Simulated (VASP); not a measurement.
# MnAu2: structure and properties in VASP, part 5 of 7

What structure does MnAu2 take at this level, and what are its properties? The start is a computed cell from the Materials Project.

VASP 6.6.1, plane waves and PAW; the level of theory is named at each step.

So far, largest spin moment in the PAW sphere (μB): step 2 (magnetic order: ferromagnetic) 3.85; step 3 (magnetic order: antiferromagnetic, q = (0, 0, 1/2)) 3.94; step 4 (magnetic order: antiferromagnetic, q = (1/2, 1/2, 1/2)) 3.90; step 7 (full relaxation (PBEsol)) 3.72.

### 10. Bands along the symmetry lines (PBEsol)

Level of this step: PBEsol, spin-polarised from a ferromagnetic start; plane waves and PAW (Mn_pv, Au) (VASP).

Levels along the symmetry lines show where the bands peak and cross; KPOINTS_OPT computes them in the converged potential.

Input file INCAR:

```
SYSTEM = MnAu2
PREC = Accurate
ENCUT = 400
EDIFF = 1E-06
NELM = 100
ISMEAR = 1
SIGMA = 0.2
LREAL = .FALSE.
ALGO = Normal
GGA = PS
NBANDS = 35
ISPIN = 2
MAGMOM = 3.718 0.018 0.018
LASPH = .TRUE.
LMAXMIX = 4
LORBIT = 11
LWAVE = .FALSE.
LCHARG = .FALSE.
KPAR = 8
```

Input file POSCAR:

```
MnAu2
1.0
    0.0000000000     -3.3283728908      0.0000000000
   -3.3283728908      0.0000000000      0.0000000000
    1.6641864454     -1.6641864454     -4.3060806507
Mn Au
1 2
Direct
    0.0000000000      0.0000000000      0.0000000000
    0.6609849124      0.3390150876      0.6780301754
    0.3390150876      0.6609849124      0.3219698246
```

Input file KPOINTS:

```
Automatic mesh
0
Gamma
6 6 6
0 0 0
```

Input file KPOINTS_OPT:

```
Line mode
16
Line-mode
Reciprocal
  0.00000000   0.00000000   0.00000000 GAMMA
  0.50000000  -0.50000000   0.50000000 X

  0.50000000  -0.50000000   0.50000000 X
  0.57468092  -0.42531908   0.50000000 Y

  0.57468092  -0.42531908   0.50000000 Y
  0.57468092   0.00000000   0.28734046 S

  0.57468092   0.00000000   0.28734046 S
  0.00000000   0.00000000   0.00000000 GAMMA

  0.00000000   0.00000000   0.00000000 GAMMA
  0.00000000   0.00000000  -0.50000000 Z

  0.00000000   0.00000000  -0.50000000 Z
  0.42531908   0.00000000  -0.28734046 S1

  0.42531908   0.00000000  -0.28734046 S1
  0.50000000   0.00000000   0.00000000 N

  0.50000000   0.00000000   0.00000000 N
  0.50000000  -0.50000000   0.25000000 P

  0.50000000  -0.50000000   0.25000000 P
  0.42531908  -0.42531908  -0.07468092 Y1

  0.42531908  -0.42531908  -0.07468092 Y1
  0.00000000   0.00000000  -0.50000000 Z

  0.50000000  -0.50000000   0.50000000 X
  0.50000000  -0.50000000   0.25000000 P
```

PAW data sets: Mn_pv and Au (PBE family, release 64).

Command:

```console
$ mpirun -np 8 vasp_std
```

Log:

```text
[... set-up lines as in an earlier step ...]
 entering main loop
       N       E                     dE             d eps       ncg     rms          rms(c)
DAV:   1     0.262250734720E+03    0.26225E+03   -0.14698E+04  4256   0.892E+02
DAV:   2    -0.741925285113E+01   -0.26967E+03   -0.25114E+03  4345   0.273E+02
DAV:   3    -0.192548663584E+02   -0.11836E+02   -0.11619E+02  4837   0.633E+01
DAV:   4    -0.193678837966E+02   -0.11302E+00   -0.11296E+00  4763   0.605E+00
DAV:   5    -0.193695069775E+02   -0.16232E-02   -0.16231E-02  4846   0.732E-01    0.165E+01
DAV:   6    -0.181392822784E+02    0.12302E+01   -0.43443E+00  4593   0.220E+01    0.113E+01
DAV:   7    -0.179243007530E+02    0.21498E+00   -0.14802E+00  4745   0.222E+01    0.899E+00
DAV:   8    -0.177380258754E+02    0.18627E+00   -0.29042E-01  4742   0.544E+00    0.393E+00
DAV:   9    -0.177265565565E+02    0.11469E-01   -0.31462E-02  5119   0.196E+00    0.164E+00
DAV:  10    -0.177286088247E+02   -0.20523E-02   -0.11670E-02  4592   0.952E-01    0.178E-01
DAV:  11    -0.177287550105E+02   -0.14619E-03   -0.71296E-04  4536   0.264E-01    0.728E-02
DAV:  12    -0.177287633430E+02   -0.83326E-05   -0.12340E-04  4714   0.667E-02    0.373E-02
DAV:  13    -0.177287652185E+02   -0.18755E-05   -0.74800E-06  4659   0.174E-02    0.137E-02
DAV:  14    -0.177287645918E+02    0.62668E-06   -0.96059E-07  3439   0.709E-03
   1 F= -.17728765E+02 E0= -.17727285E+02  d E =-.443745E-02  mag=     3.8406
 Start KPOINTS_OPT (optional k-point list driver)
k-point batch [1-30\176]
       N       E                     dE             ncg
DAV:   1     0.581240760604E+04   -0.23490E+05     4272
DAV:   2    -0.212131651701E+04   -0.79337E+04     4360
DAV:   3    -0.246202618927E+04   -0.34071E+03     4897
DAV:   4    -0.246551209365E+04   -0.34859E+01     4945
DAV:   5    -0.246556985379E+04   -0.57760E-01     5129
DAV:   6    -0.246557121971E+04   -0.13659E-02     5046
DAV:   7    -0.246557125860E+04   -0.38888E-04     5119
DAV:   8    -0.246557125969E+04   -0.10960E-05     3727
DAV:   9    -0.246557125983E+04   -0.14001E-06     3500
[...]
k-point batch [151-176\176]
       N       E                     dE             ncg
DAV:   1     0.945105415477E+04   -0.23523E+05     3696
DAV:   2     0.258716532484E+04   -0.68639E+04     3793
DAV:   3     0.228596686037E+04   -0.30120E+03     4279
DAV:   4     0.228293310793E+04   -0.30338E+01     4214
DAV:   5     0.228288312390E+04   -0.49984E-01     4273
DAV:   6     0.228288194136E+04   -0.11825E-02     4289
DAV:   7     0.228288190762E+04   -0.33744E-04     4299
DAV:   8     0.228288190666E+04   -0.96441E-06     3292
```

It took 16 s on 8 MPI ranks of Intel Xeon 6975P-C (Granite Rapids), shared host; peak memory 2 GiB; 1.9 min of CPU time.

OUTCAR, selected parts (step 10):

```text
   k-points           NKPTS =     30   k-points in BZ     NKDIM =     30   number of bands    NBANDS=     35

   NELECT =      35.0000    total number of electrons

 E-fermi :   9.3323

 spin component 1
 k-point     1 :       0.0000    0.0000    0.0000
  band No.  band energies     occupation
    ...
     15       6.3245      1.00000
     16       6.8466      1.00000
     17       6.8466      1.00000
     18       7.2727      1.00000
     19       7.6685      1.00000
     20      11.5739     -0.00000
     21      11.8339     -0.00000
     22      18.6695      0.00000
     23      18.6695      0.00000
     24      19.0002      0.00000
    ...

 k-point     2 :       0.1667    0.0000   -0.0000
  band No.  band energies     occupation
    ...
     15       6.4340      1.00000
     16       6.8090      1.00000
     17       7.2179      1.00000
     18       7.4948      1.00000
     19       7.9507      1.00000
     20      10.8777     -0.00000
     21      13.5152      0.00000
     22      14.7222      0.00000
     23      16.6107      0.00000
     24      18.1634      0.00000
    ...

  Total       -0.0241203     -0.0241203     -0.0357707      0.0000000      0.0000000     -0.0000000
  in kB       -0.8101150     -0.8101150     -1.2014114      0.0000000      0.0000000     -0.0000000
  external PRESSURE =      -0.9405471 kB  Pullay stress =       0.0000000 kB

 POSITION                                       TOTAL-FORCE (eV/Angst)
 -----------------------------------------------------------------------------------
      0.00000      0.00000      0.00000        -0.000000      0.000000      0.000000
      0.00000     -3.32837     -2.91965         0.000000     -0.000000     -0.000909
     -1.66419     -1.66419     -1.38643         0.000000     -0.000000      0.000909
 -----------------------------------------------------------------------------------
    total drift:                                0.000000     -0.000000     -0.000000

  FREE ENERGIE OF THE ION-ELECTRON SYSTEM (eV)
  ---------------------------------------------------
  free  energy   TOTEN  =       -17.7287645918 eV

  energy  without entropy=      -17.7243271397  energy(sigma->0) =      -17.72728544

[... 14 parts as in an earlier step ...]

[... 8 further parts left out ...]
```

Spin-orbit coupling is off here; with elements this heavy it splits and shifts levels by tenths of an eV or more. The cell is typed on its shortest vectors, so the axes of tensors and the coordinates of k-points follow the printed cell and not the standard setting.

This step gave:

| Property | Result |
| --- | --- |
| bands | 35 |
| pressure | -0.09405 GPa |

Spin up. Electronic bands along the path, in eV, zero at the Fermi level; # counts the bands kept, so #1 is VASP's band 4:

```csv
point,#13,#14,#15,#16,#17,#18,#19,#20
Γ,-2.49,-2.49,-2.06,-1.66,2.24,2.50,9.34,9.34
0.47 of the way,-2.43,-2.14,-1.69,-1.54,3.91,4.06,4.70,5.67
X,-2.04,-1.94,-1.53,-1.32,2.14,2.85,3.68,4.12
0.53 of the way,-2.04,-2.02,-1.32,-1.24,2.02,2.29,3.74,4.35
Y,-2.08,-2.03,-1.33,-0.77,1.64,1.70,3.43,5.29
0.53 of the way,-2.29,-2.02,-1.67,-1.01,-0.22,-0.10,6.15,7.54
S,-2.48,-2.03,-1.66,-1.64,-1.51,-1.35,7.42,8.56
0.53 of the way,-2.62,-2.14,-1.41,-1.24,2.48,3.28,3.96,5.49
Γ,-2.49,-2.49,-2.06,-1.66,2.24,2.50,9.34,9.34
0.47 of the way,-2.24,-2.13,-2.13,-1.43,-0.30,6.11,6.52,6.52
Z,-2.43,-1.65,-1.54,-1.54,-1.22,4.92,4.92,9.65
0.47 of the way,-2.37,-1.80,-1.79,-1.75,-1.68,2.05,6.44,10.86
S1,-2.48,-2.03,-1.66,-1.64,-1.51,-1.35,7.42,8.56
0.53 of the way,-2.21,-1.87,-1.66,-1.39,-1.29,-1.04,5.48,9.64
N,-2.26,-1.68,-1.64,-1.35,-1.19,-0.52,4.53,10.77
0.53 of the way,-2.67,-2.05,-1.74,-0.38,-0.23,2.73,4.30,5.67
P,-2.99,-1.94,-1.91,0.98,0.98,2.13,3.10,5.48
0.47 of the way,-2.33,-1.96,-1.91,-0.14,1.61,2.41,3.36,4.71
Y1,-2.08,-2.03,-1.33,-0.77,1.64,1.70,3.43,5.29
0.53 of the way,-2.26,-1.82,-1.75,-1.61,-1.46,3.04,3.60,11.51
Z,-2.43,-1.65,-1.54,-1.54,-1.22,4.92,4.92,9.65
jump to X,-2.04,-1.94,-1.53,-1.32,2.14,2.85,3.68,4.12
0.53 of the way,-2.41,-1.96,-1.94,-0.21,2.14,2.28,2.99,5.01
P,-2.99,-1.94,-1.91,0.98,0.98,2.13,3.10,5.48
```

Of the projections kept (Mn, Au), the largest for each band there; the rest of the weight can lie on other orbitals:

```
point      #13      #14      #15      #16      #17      #18      #19      #20
    Γ  Mn 0.97  Mn 0.97  Mn 0.67  Mn 0.88  Mn 0.50  Au 0.88  Au 0.82  Au 0.82
    X  Mn 0.91  Mn 1.00  Au 0.74  Mn 0.57  Au 0.59  Au 0.99  Au 0.63  Au 0.73
    Y  Mn 0.90  Mn 0.90  Mn 0.57  Au 0.64  Au 0.71  Au 0.56  Au 0.75  Au 0.90
    S  Au 0.61  Mn 0.63  Mn 0.73  Mn 0.69  Mn 0.78  Mn 0.78  Au 0.74  Au 0.66
    Γ  Mn 0.97  Mn 0.97  Mn 0.67  Mn 0.88  Mn 0.50  Au 0.88  Au 0.82  Au 0.82
    Z  Au 1.00  Mn 0.85  Mn 0.65  Mn 0.65  Mn 0.67  Au 0.70  Au 0.70  Au 0.61
```

Spin down. Electronic bands along the path, in eV, zero at the Fermi level; # counts the bands kept, so #1 is VASP's band 4:

```csv
point,#10,#11,#12,#13,#14,#15,#16,#17
Γ,-4.28,-3.00,-0.88,0.69,0.69,0.86,1.49,2.64
0.47 of the way,-3.51,-2.87,-0.40,0.40,0.75,1.11,1.39,4.64
X,-3.06,-2.12,-1.33,-1.12,1.19,1.21,1.98,2.85
0.53 of the way,-3.08,-2.15,-1.27,-1.16,1.19,1.21,2.00,2.88
Y,-3.12,-2.21,-1.56,-0.82,1.19,1.23,2.03,2.88
0.53 of the way,-2.94,-2.41,-2.25,-1.04,1.10,1.15,1.61,2.09
S,-2.75,-2.69,-2.48,-2.01,0.95,1.06,1.11,1.69
0.53 of the way,-4.00,-3.11,-0.40,-0.17,0.89,1.48,1.58,3.58
Γ,-4.28,-3.00,-0.88,0.69,0.69,0.86,1.49,2.64
0.47 of the way,-3.71,-3.18,-1.92,0.77,0.92,0.92,1.57,1.97
Z,-3.36,-3.36,-2.39,0.65,1.43,1.43,1.58,1.66
0.47 of the way,-3.18,-2.97,-2.60,0.68,1.14,1.22,1.40,1.46
S1,-2.75,-2.69,-2.48,-2.01,0.95,1.06,1.11,1.69
0.53 of the way,-2.79,-2.74,-2.23,-1.16,0.76,1.13,1.21,1.74
N,-2.81,-2.81,-2.17,-0.32,0.48,1.14,1.26,1.77
0.53 of the way,-3.10,-2.32,-1.77,-0.65,1.12,1.29,1.88,2.22
P,-3.11,-2.08,-1.23,-1.23,1.06,1.98,2.31,2.31
0.47 of the way,-3.11,-2.13,-1.25,-1.19,1.13,1.54,2.01,2.91
Y1,-3.12,-2.21,-1.56,-0.82,1.19,1.23,2.03,2.88
0.53 of the way,-3.03,-3.02,-2.58,0.75,0.82,1.41,1.43,1.48
Z,-3.36,-3.36,-2.39,0.65,1.43,1.43,1.58,1.66
jump to X,-3.06,-2.12,-1.33,-1.12,1.19,1.21,1.98,2.85
0.53 of the way,-3.09,-2.10,-1.30,-1.16,1.12,1.55,1.98,3.16
P,-3.11,-2.08,-1.23,-1.23,1.06,1.98,2.31,2.31
```

Of the projections kept (Mn, Au), the largest for each band there; the rest of the weight can lie on other orbitals:

```csv
point,#10,#11,#12,#13,#14,#15,#16,#17
Γ,Au 0.98,Au 1.00,Mn 0.62,Mn 0.94,Mn 0.94,Mn 0.84,Mn 0.95,Au 0.91
X,Au 1.00,Au 0.61,Au 0.78,Mn 0.69,Mn 0.87,Mn 0.77,Mn 1.00,Au 0.99
Y,Au 0.99,Au 0.62,Au 0.51,Au 0.80,Mn 0.87,Mn 0.78,Mn 0.98,Au 0.57
S,Au 0.99,Au 0.95,Au 0.85,Au 0.86,Mn 0.88,Mn 0.84,Mn 0.86,Mn 0.93
Γ,Au 0.98,Au 1.00,Mn 0.62,Mn 0.94,Mn 0.94,Mn 0.84,Mn 0.95,Au 0.91
Z,Au 0.94,Au 0.94,Au 1.00,Mn 0.92,Mn 0.90,Mn 0.90,Mn 0.91,Mn 0.90
```

There is no gap at this level.

### 11. Density of states (PBEsol)

Here the states are counted by energy and projected on the atoms. The mesh is finer than in the run before.

Edit INCAR of step 10 so:

```diff
@@ -5,3 +5,3 @@
 NELM = 100
-ISMEAR = 1
+ISMEAR = -5
 SIGMA = 0.2
@@ -19 +19,2 @@
 KPAR = 8
+NEDOS = 2001
```

POSCAR is that of step 10.

Input file KPOINTS:

```
Automatic mesh
0
Gamma
9 9 9
0 0 0
```

Command:

```console
$ mpirun -np 8 vasp_std
```

Log:

```text
[... set-up lines as in an earlier step ...]
 entering main loop
       N       E                     dE             d eps       ncg     rms          rms(c)
DAV:   1     0.262949499777E+03    0.26295E+03   -0.14625E+04 10644   0.896E+02
DAV:   2    -0.722051710707E+01   -0.27017E+03   -0.25169E+03 10881   0.272E+02
DAV:   3    -0.192578353355E+02   -0.12037E+02   -0.11843E+02 12025   0.640E+01
DAV:   4    -0.193741048493E+02   -0.11627E+00   -0.11621E+00 11991   0.614E+00
DAV:   5    -0.193757683113E+02   -0.16635E-02   -0.16636E-02 12046   0.740E-01    0.165E+01
DAV:   6    -0.181285603440E+02    0.12472E+01   -0.44610E+00 11409   0.221E+01    0.113E+01
DAV:   7    -0.179292764102E+02    0.19928E+00   -0.14983E+00 11864   0.226E+01    0.902E+00
DAV:   8    -0.177428334859E+02    0.18644E+00   -0.30957E-01 11821   0.555E+00    0.401E+00
DAV:   9    -0.177323350486E+02    0.10498E-01   -0.34216E-02 12815   0.201E+00    0.173E+00
DAV:  10    -0.177347201434E+02   -0.23851E-02   -0.12204E-02 11679   0.890E-01    0.275E-01
DAV:  11    -0.177347458072E+02   -0.25664E-04   -0.10931E-03 11660   0.349E-01    0.867E-02
DAV:  12    -0.177347646096E+02   -0.18802E-04   -0.14425E-04 11855   0.761E-02    0.423E-02
DAV:  13    -0.177347700643E+02   -0.54547E-05   -0.80586E-06 11737   0.177E-02    0.168E-02
DAV:  14    -0.177347724199E+02   -0.23556E-05   -0.14202E-06  9373   0.104E-02    0.480E-03
DAV:  15    -0.177347725506E+02   -0.13069E-06   -0.47154E-07  6021   0.483E-03
   1 F= -.17734773E+02 E0= -.17734773E+02  d E =0.000000E+00  mag=     3.9146
 -----------------------------------------------------------------------------
|                                                                             |
|           W    W    AA    RRRRR   N    N  II  N    N   GGGG   !!!           |
|           W    W   A  A   R    R  NN   N  II  NN   N  G    G  !!!           |
|           W    W  A    A  R    R  N N  N  II  N N  N  G       !!!           |
|           W WW W  AAAAAA  RRRRR   N  N N  II  N  N N  G  GGG   !            |
|           WW  WW  A    A  R   R   N   NN  II  N   NN  G    G                |
|           W    W  A    A  R    R  N    N  II  N    N   GGGG   !!!           |
|                                                                             |
|     Tetrahedron method does not include variations of the Fermi             |
|     occupations, so forces and stress will be inaccurate. We suggest        |
|     using a different smearing scheme ISMEAR = 1 or 2 for metals in         |
|     relaxations.                                                            |
|                                                                             |
 -----------------------------------------------------------------------------
```

The job ended after 14 s (8 MPI ranks; peak memory 2.2 GiB; 95 s of CPU time).

OUTCAR, selected parts (step 11):

```text
   k-points           NKPTS =     75   k-points in BZ     NKDIM =     75   number of bands    NBANDS=     35

   NELECT =      35.0000    total number of electrons

 E-fermi :   9.2564

 spin component 1
 k-point     1 :       0.0000    0.0000    0.0000
  band No.  band energies     occupation
    ...
     15       6.3049      1.00000
     16       6.8107      1.00000
     17       6.8107      1.00000
     18       7.2553      1.00000
     19       7.6499      1.00000
     20      11.5633      0.00000
     21      11.8321      0.00000
     22      18.6632      0.00000
     23      18.6632      0.00000
     24      18.9926      0.00000
    ...

 k-point     2 :       0.1111    0.0000   -0.0000
  band No.  band energies     occupation
    ...
     15       6.3560      1.00000
     16       6.7914      1.00000
     17       7.2264      1.00000
     18       7.2390      1.00000
     19       7.7980      1.00000
     20      11.0897     -0.00105
     21      12.7883      0.00000
     22      16.2112      0.00000
     23      17.5125      0.00000
     24      18.2349      0.00000
    ...

  Total        0.1383496      0.1383496     -0.0243351      0.0000000     -0.0000000      0.0000000
  in kB        4.6466760      4.6466760     -0.8173315      0.0000000     -0.0000000      0.0000000
  external PRESSURE =       2.8253402 kB  Pullay stress =       0.0000000 kB

 POSITION                                       TOTAL-FORCE (eV/Angst)
 -----------------------------------------------------------------------------------
      0.00000      0.00000      0.00000         0.000000      0.000000      0.000000
      0.00000     -3.32837     -2.91965        -0.000000      0.000000     -0.037243
     -1.66419     -1.66419     -1.38643         0.000000     -0.000000      0.037243
 -----------------------------------------------------------------------------------
    total drift:                                0.000000     -0.000000     -0.000000

  FREE ENERGIE OF THE ION-ELECTRON SYSTEM (eV)
  ---------------------------------------------------
  free  energy   TOTEN  =       -17.7347725506 eV

  energy  without entropy=      -17.7347725506  energy(sigma->0) =      -17.73477255

 magnetization (x)
# of ion       s       p       d       tot
------------------------------------------
    1        0.023   0.014   3.722   3.759
    2       -0.035  -0.030   0.095   0.030
    3       -0.035  -0.030   0.095   0.030
--------------------------------------------------
tot         -0.047  -0.047   3.913   3.819

[... 6 parts as in an earlier step ...]

[... 15 further parts left out ...]
```

With tetrahedra the forces and stress of a metal are not exact derivatives of the energy.

This step gave:

```
SCF cycles                                        : 15
irreducible k-points                              : 75
Fermi energy                                      : 9.256 eV
pressure                                          : 0.2825 GPa
moment of the cell, from the last line of the log : 3.915 μB
DOS at the Fermi level                            : 0.9184 states/eV/cell
```

Spin moment in the PAW sphere by atom:

```csv
atom,spin moment in the PAW sphere (μB)
Mn1,3.76
Au2,0.03
Au3,0.03
```

The density of states has structure finer than the step of the table below, so its rows give means over 0.5 eV, whole bins alone (the curve runs from -12.0 to 7.93 eV). Peaks (eV: height): total up -5.89: 3.94, -4.57: 4.37, -2.84: 4.11, -1.61: 4.04; total down -5.48: 3.64, -3.01: 3.92, 1.27: 5.73, 1.52: 3.63; Au d up -5.89: 2.92, -5.64: 2.62, -4.57: 3.05, -3.25: 2.55; Au d down -5.72: 2.52, -5.48: 2.96, -4.08: 2.69, -3.01: 3.50; Mn d up -4.57: 0.535, -2.84: 1.53, -2.02: 2.64, -1.61: 2.81.

States under -12.0 eV and over 7.9 eV are left out. Density of states against energy, zero at the Fermi level; means over each step; 7 of 12 lines; values in states/eV/cell:

```
energy (eV)  total up  total down  Au d up  Au d down  Mn d up  Mn d down  Au p up
      -10.5         0           0        0          0        0          0        0
      -10.0    7.0e-4           0        0          0        0          0        0
       -9.5    0.0578      0.0310   1.9e-4     3.9e-5        0          0   7.4e-4
       -9.0     0.119       0.101  0.00188    0.00126   2.4e-4     3.1e-5  0.00285
       -8.5     0.175       0.159  0.00720    0.00555   9.6e-4     4.1e-4  0.00597
       -8.0     0.271       0.245   0.0250     0.0190  0.00312    0.00120   0.0108
       -7.5     0.441       0.361    0.104     0.0652  0.00960    0.00294   0.0155
       -7.0      1.38       1.000    0.650      0.441   0.0577     0.0143   0.0278
       -6.5      2.13        1.84     1.39       1.22    0.118     0.0354   0.0390
       -6.0      3.09        3.05     2.22       2.27    0.182     0.0544   0.0678
       -5.5      2.88        2.94     2.20       2.37    0.175     0.0581   0.0567
       -5.0      1.74        1.89     1.24       1.48    0.122     0.0337   0.0697
       -4.5      3.21        2.25     2.23       1.73    0.389     0.0421    0.103
       -4.0      1.65        2.49     1.15       2.01    0.218     0.0825   0.0458
       -3.5      2.49        1.94     1.76       1.68    0.416     0.0417   0.0402
       -3.0      3.28        2.55     2.05       2.27    0.840     0.0491   0.0617
       -2.5      2.39        1.34    0.826      0.950     1.20     0.0791   0.0682
       -2.0      3.09       0.584    0.571      0.271     2.25     0.0714   0.0415
       -1.5      3.10       0.626    0.788      0.184     2.10      0.139   0.0416
       -1.0     0.685       0.674    0.182      0.113    0.357      0.205   0.0347
       -0.5     0.515       0.787    0.129     0.0947    0.194      0.272   0.0507
        0.0     0.436       0.496    0.103     0.0623    0.127      0.211   0.0566
        0.5     0.416       0.549   0.0953     0.0533    0.100      0.339   0.0610
        1.0     0.456        2.50   0.0997      0.250   0.0932       1.86   0.0742
        1.5     0.438        3.40   0.0893      0.355   0.0797       2.66   0.0763
        2.0     0.413        1.24   0.0776      0.109   0.0679      0.938   0.0747
        2.5     0.402       0.944   0.0697     0.0980   0.0608      0.579   0.0725
        3.0     0.277       0.753   0.0464      0.101   0.0336      0.336   0.0554
        3.5     0.289       0.515   0.0513     0.0701   0.0230      0.186   0.0513
        4.0     0.355       0.377   0.0628     0.0488   0.0236      0.119   0.0603
        4.5     0.440       0.401   0.0712     0.0487   0.0332      0.106   0.0681
        5.0     0.675       0.349    0.106     0.0413   0.0507     0.0767    0.103
        5.5     0.497       0.640   0.0685     0.0737   0.0339      0.132   0.0909
        6.0     0.554       0.632   0.0755     0.0703   0.0324      0.120    0.103
        6.5     0.533       0.487   0.0751     0.0515   0.0301     0.0749    0.101
        7.0     0.509       0.545   0.0722     0.0675   0.0293     0.0670    0.104
        7.5     0.529       0.532   0.0743     0.0698   0.0301     0.0581    0.114
```

The finer mesh and the other smearing move the Fermi level by -0.08 eV from the 6×6×6 run, one measure of the sampling error in the zero of the bands above. Of the states within 0.3 eV of the Fermi level, the largest shares in the PAW spheres are Mn d 36 %, Au d 18 % and Au p 14 %. The rest lies in smaller channels or between the spheres.

(Continued in part 6 of 7.)

[Lines on the potential files, build, host, timing and source positions are cut from VASP's logs without a mark.]

[Logs are printed without paths, hosts, clocks, repeated set-up lines and the standing remarks that a program may print on its own settings, such as how far it seeks lower states.]

[Hosts, paths, dates, database ids (printed as entryN), source tags and the programs' standing remarks are cut or masked in the printed files.]

[A measured line is paired with the nearest computed mode of its activity, which favours agreement.]
